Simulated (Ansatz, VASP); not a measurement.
# RbCaH3: VASP beside Ansatz, part 2 of 3

Wanted: the spread between two codes on one cell, functional and k mesh. The cell is taken from a series of runs on this material, whose earlier steps may have relaxed, scaled, displaced or heated it; both programs get it as it stands.

VASP 6.6.1 and Ansatz 0.2.0.

So far: The structure; VASP: zone-centre phonons, LDA.

## Step 2: VASP: zone-centre phonons, LDA (continued)

Level of this step: LDA; plane waves and PAW (Rb_sv, Ca_sv, H) (VASP).

OUTCAR, selected parts (step 2):

```text
ion  position               nearest neighbor table
   1  0.000  0.000  0.000-   3 3.11   4 3.11   5 3.11   3 3.11   4 3.11   3 3.11   5 3.11   3 3.11
                             4 3.11   5 3.11   4 3.11   5 3.11   2 3.81   2 3.81   2 3.81   2 3.81
   2  0.500  0.500  0.500-   1 3.81   1 3.81   1 3.81   1 3.81   1 3.81   1 3.81   1 3.81   1 3.81

  LATTYP: Found a simple cubic cell.
 ALAT       =     4.3969901750

 Subroutine GETGRP returns: Found 48 space group operations
 (whereof 48 operations were pure point group operations)

The static configuration has the point symmetry O_h .

 Found     10 irreducible k-points:

   k-points           NKPTS =     10   k-points in BZ     NKDIM =     10   number of bands    NBANDS=     17

   dimension x,y,z NGX =    32 NGY =   32 NGZ =   32
   dimension x,y,z NGXF=    64 NGYF=   64 NGZF=   64

   ENCUT  =  500.0 eV  36.75 Ry    6.06 a.u.   8.02  8.02  8.02*2*pi/ulx,y,z

   NELECT =      22.0000    total number of electrons

 k-points in reciprocal lattice and weights: Automatic mesh
   0.00000000  0.00000000  0.00000000       0.016
   0.25000000  0.00000000  0.00000000       0.094
   0.50000000  0.00000000  0.00000000       0.047
   0.25000000  0.25000000  0.00000000       0.188
   0.50000000  0.25000000  0.00000000       0.188
   0.50000000  0.50000000  0.00000000       0.047
   0.25000000  0.25000000  0.25000000       0.125
   0.50000000  0.25000000  0.25000000       0.188
   0.50000000  0.50000000  0.25000000       0.094
   0.50000000  0.50000000  0.50000000       0.016

 average (electrostatic) potential at core
       1 -37.4157       2 -47.8399       3 -33.5781       4 -33.5781       5 -33.5781

  Total        0.0274756      0.0274756      0.0274756      0.0000000      0.0000000     -0.0000000
  in kB        0.5178345      0.5178345      0.5178345      0.0000000      0.0000000     -0.0000000
  external PRESSURE =       0.5178345 kB  Pullay stress =       0.0000000 kB

  energy-cutoff  :      500.00
  volume of cell :       85.01
      direct lattice vectors                 reciprocal lattice vectors
     4.396990175  0.000000000  0.000000000     0.227428300  0.000000000  0.000000000
     0.000000000  4.396990175  0.000000000     0.000000000  0.227428300  0.000000000
     0.000000000  0.000000000  4.396990175     0.000000000  0.000000000  0.227428300

 POSITION                                       TOTAL-FORCE (eV/Angst)
 -----------------------------------------------------------------------------------
      0.00000      0.00000      0.00000         0.000000      0.000000      0.000000
      2.19850      2.19850      2.19850         0.000000      0.000000      0.000000
      0.00000      2.19850      2.19850         0.000000      0.000000      0.000000
      2.19850      0.00000      2.19850         0.000000      0.000000      0.000000
      2.19850      2.19850      0.00000         0.000000      0.000000      0.000000
 -----------------------------------------------------------------------------------
    total drift:                                0.000000      0.000000     -0.000000

[...]
2     0.00000    -1.06772     0.00000
    3     0.00000     0.00000    -0.88340
 ion    5
    1    -0.88340    -0.00000     0.00000
    2    -0.00000    -0.88340     0.00000
    3     0.00000     0.00000    -1.06772

 Eigenvectors and eigenvalues of the dynamical matrix
 ----------------------------------------------------

   1 f  =   36.530015 THz   229.524852 2PiTHz 1218.510129 cm-1   151.075934 meV
             X         Y         Z           dx          dy          dz
      0.000000  0.000000  0.000000    -0.000000    0.000000   -0.004738
      2.198495  2.198495  2.198495    -0.000000    0.000000   -0.135563
      0.000000  2.198495  2.198495     0.000000    0.000000   -0.044669
      2.198495  0.000000  2.198495    -0.000000   -0.000000   -0.044669
      2.198495  2.198495  0.000000    -0.000000    0.000000    0.988741

   2 f  =   36.530015 THz   229.524852 2PiTHz 1218.510129 cm-1   151.075934 meV
             X         Y         Z           dx          dy          dz
      0.000000  0.000000  0.000000     0.000937   -0.004644   -0.000000
      2.198495  2.198495  2.198495     0.026823   -0.132883    0.000000
      0.000000  2.198495  2.198495    -0.195633   -0.043786    0.000000
      2.198495  0.000000  2.198495     0.008838    0.969194    0.000000
      2.198495  2.198495  0.000000     0.008838   -0.043786    0.000000

   3 f  =   36.530015 THz   229.524852 2PiTHz 1218.510129 cm-1   151.075934 meV
             X         Y         Z           dx          dy          dz
      0.000000  0.000000  0.000000     0.004644    0.000937    0.000000
      2.198495  2.198495  2.198495     0.132883    0.026823   -0.000000
      0.000000  2.198495  2.198495    -0.969194    0.008838    0.000000
      2.198495  0.000000  2.198495     0.043786   -0.195633    0.000000
      2.198495  2.198495  0.000000     0.043786    0.008838    0.000000

   4 f  =   12.062805 THz    75.792838 2PiTHz  402.371855 cm-1    49.887729 meV
             X         Y         Z           dx          dy          dz
      0.000000  0.000000  0.000000     0.004009   -0.000740    0.000618
      2.198495  2.198495  2.198495    -0.224268    0.041404   -0.034562
      0.000000  2.198495  2.198495     0.029685   -0.123442    0.103043
      2.198495  0.000000  2.198495     0.668631   -0.005480    0.103043
      2.198495  2.198495  0.000000     0.668631   -0.123442    0.004575

   5 f  =   12.062805 THz    75.792838 2PiTHz  402.371855 cm-1    49.887729 meV
             X         Y         Z           dx          dy          dz
      0.000000  0.000000  0.000000    -0.000588    0.000220    0.004076
      2.198495  2.198495  2.198495     0.032865   -0.012290   -0.227978
      0.000000  2.198495  2.198495    -0.004350    0.036641    0.679691
      2.198495  0.000000  2.198495    -0.097983    0.001627    0.679691
      2.198495  2.198495  0.000000    -0.097983    0.036641    0.030176

   6 f  =   12.062805 THz    75.792838 2PiTHz  402.371855 cm-1    49.887729 meV
             X         Y         Z           dx          dy          dz
      0.000000  0.000000  0.000000    -0.000765   -0.004051    0.000108
      2.198495  2.198495  2.198495     0.042764    0.226582   -0.006050
      0.000000  2.198495  2.198495    -0.005660   -0.675531    0.018037
      2.198495  0.000000  2.198495    -0.127496   -0.029991    0.018037
      2.198495  2.198495  0.000000    -0.127496   -0.675531    0.000801

   7 f  =   10.314468 THz    64.807715 2PiTHz  344.053624 cm-1    42.657194 meV
             X         Y         Z           dx          dy          dz
      0.000000  0.000000  0.000000    -0.000000    0.000000   -0.000000
      2.198495  2.198495  2.198495    -0.000000   -0.000000    0.000000
      0.000000  2.198495  2.198495     0.000000    0.335517    0.488584
      2.198495  0.000000  2.198495     0.385635    0.000000   -0.488584
      2.198495  2.198495  0.000000    -0.385635   -0.335517    0.000000

   8 f  =   10.314468 THz    64.807715 2PiTHz  344.053624 cm-1    42.657194 meV
             X         Y         Z           dx          dy          dz
      0.000000  0.000000  0.000000     0.000000   -0.000000   -0.000000
      2.198495  2.198495  2.198495     0.000000    0.000000    0.000000
      0.000000  2.198495  2.198495    -0.000000   -0.305377   -0.252533
      2.198495  0.000000  2.198495     0.585638    0.000000    0.252533
      2.198495  2.198495  0.000000    -0.585638    0.305377    0.000000

   9 f  =   10.314468 THz    64.807715 2PiTHz  344.053624 cm-1    42.657194 meV
             X         Y         Z           dx          dy          dz
      0.000000  0.000000  0.000000    -0.000000    0.000000   -0.000000
      2.198495  2.198495  2.198495    -0.000000   -0.000000   -0.000000
      0.000000  2.198495  2.198495     0.000000    0.542377   -0.444425
      2.198495  0.000000  2.198495     0.091179   -0.000000    0.444425
      2.198495  2.198495  0.000000    -0.091179   -0.542377    0.000000

  10 f  =    3.274349 THz    20.573340 2PiTHz  109.220517 cm-1    13.541612 meV
             X         Y         Z           dx          dy          dz
      0.000000  0.000000  0.000000    -0.083585    0.570529   -0.019718
      2.198495  2.198495  2.198495     0.113988   -0.778048    0.026889
      0.000000  2.198495  2.198495     0.016944   -0.129627    0.004480
      2.198495  0.000000  2.198495     0.018991   -0.115654    0.004480
      2.198495  2.198495  0.000000     0.018991   -0.129627    0.003997

  11 f  =    3.274349 THz    20.573340 2PiTHz  109.220517 cm-1    13.541612 meV
             X         Y         Z           dx          dy          dz
      0.000000  0.000000  0.000000    -0.061636    0.010792    0.573553
      2.198495  2.198495  2.198495     0.084055   -0.014717   -0.782172
      0.000000  2.198495  2.198495     0.012495   -0.002452   -0.130314
      2.198495  0.000000  2.198495     0.014004   -0.002188   -0.130314
      2.198495  2.198495  0.000000     0.014004   -0.002452   -0.116267

  12 f  =    3.274349 THz    20.573340 2PiTHz  109.220517 cm-1    13.541612 meV
             X         Y         Z           dx          dy          dz
      0.000000  0.000000  0.000000    -0.567533   -0.085199   -0.059386
      2.198495  2.198495  2.198495     0.773961    0.116188    0.080987
      0.000000  2.198495  2.198495     0.115047    0.019358    0.013493
      2.198495  0.000000  2.198495     0.128946    0.017271    0.013493
      2.198495  2.198495  0.000000     0.128946    0.019358    0.012038

  13 f/i=    0.020642 THz     0.129700 2PiTHz    0.688554 cm-1     0.085370 meV
             X         Y         Z           dx          dy          dz
      0.000000  0.000000  0.000000    -0.000401    0.000184    0.816751
      2.198495  2.198495  2.198495    -0.000273    0.000125    0.556186
      0.000000  2.198495  2.198495    -0.000043    0.000020    0.088870
      2.198495  0.000000  2.198495    -0.000044    0.000020    0.088870
      2.198495  2.198495  0.000000    -0.000044    0.000020    0.088201

  14 f/i=    0.020642 THz     0.129700 2PiTHz    0.688554 cm-1     0.085370 meV
             X         Y         Z           dx          dy          dz
      0.000000  0.000000  0.000000    -0.412444   -0.704962   -0.000044
      2.198495  2.198495  2.198495    -0.280864   -0.480061   -0.000030
      0.000000  2.198495  2.198495    -0.044540   -0.076706   -0.000005
      2.198495  0.000000  2.198495    -0.044878   -0.076129   -0.000005
      2.198495  2.198495  0.000000    -0.044878   -0.076706   -0.000005

  15 f/i=    0.020642 THz     0.129700 2PiTHz    0.688554 cm-1     0.085370 meV
             X         Y         Z           dx          dy          dz
      0.000000  0.000000  0.000000     0.704962   -0.412444    0.000439
      2.198495  2.198495  2.198495     0.480061   -0.280864    0.000299
      0.000000  2.198495  2.198495     0.076129   -0.044878    0.000048
      2.198495  0.000000  2.198495     0.076706   -0.044540    0.000048
      2.198495  2.198495  0.000000     0.076706   -0.044878    0.000047

 MACROSCOPIC STATIC DIELECTRIC TENSOR IONIC CONTRIBUTION
 ------------------------------------------------------
           8.551989    -0.000000     0.000000
          -0.000000     8.551989     0.000000
           0.000000     0.000000     8.551989
 ------------------------------------------------------

 ELASTIC MODULI CONTR FROM IONIC RELAXATION (kBar)
 Direction    XX          YY          ZZ          XY          YZ          ZX
 --------------------------------------------------------------------------------
 XX           0.0000      0.0000      0.0000      0.0000      0.0000      0.0000
 YY           0.0000      0.0000      0.0000      0.0000      0.0000      0.0000
 ZZ           0.0000      0.0000      0.0000      0.0000      0.0000      0.0000
 XY           0.0000      0.0000      0.0000      0.0000      0.0000      0.0000
 YZ           0.0000      0.0000      0.0000      0.0000      0.0000      0.0000
 ZX           0.0000      0.0000      0.0000      0.0000      0.0000      0.0000
 --------------------------------------------------------------------------------

 PIEZOELECTRIC TENSOR IONIC CONTR  for field in x, y, z        (C/m^2)
          XX          YY          ZZ          XY          YZ          ZX
  --------------------------------------------------------------------------------
  x     0.00000     0.00000     0.00000     0.00000     0.00000     0.00000
  y     0.00000     0.00000     0.00000     0.00000     0.00000     0.00000
  z     0.00000     0.00000     0.00000     0.00000     0.00000     0.00000
```

Energies printed during the response cycles are not total energies of the cell.

(Part 2 of 3 ends here.)

[Lines on the potential files, build, host, timing and source positions are cut from VASP's logs without a mark.]

[Logs are printed without paths, hosts, clocks, repeated set-up lines and the standing remarks that a program may print on its own settings, such as how far it seeks lower states.]

[Hosts, paths, dates, database ids (printed as entryN), source tags and the programs' standing remarks are cut or masked in the printed files.]
